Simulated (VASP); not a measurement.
Data:

```
Eu
1.0
   -2.15790     2.15790     2.15790
    2.15790    -2.15790     2.15790
    2.15790     2.15790    -2.15790
Eu
1
Direct
  0.00000   0.00000   0.00000
```

Level of theory: optB86b-vdW, VASP's PBE PAW potentials (set 64) (plane waves; VASP). Numerical set-up: 520 eV cut-off, Gaussian smearing of 0.050 eV, potentials Eu_2.

The 4f electrons are frozen in the core of the lanthanide potential, so 4f levels, which can set the real gap, and their magnetism are missing.

Question: Give the energies of bands 4 to 7 at the high-symmetry points, in eV from the Fermi level.

Answer: 
| band | Γ | H | N | P |
|---|---|---|---|---|
| 4 | -3.90 | -0.63 | -1.20 | 0.75 |
| 5 | 2.67 | -0.63 | 1.11 | 0.75 |
| 6 | 2.67 | 5.83 | 1.56 | 0.75 |
| 7 | 2.67 | 5.83 | 4.44 | 4.91 |

It has no gap at this level: it comes out as a metal or semimetal.

The compound is Eu in the bcc structure. It was relaxed first, which changed the volume by -16 %.
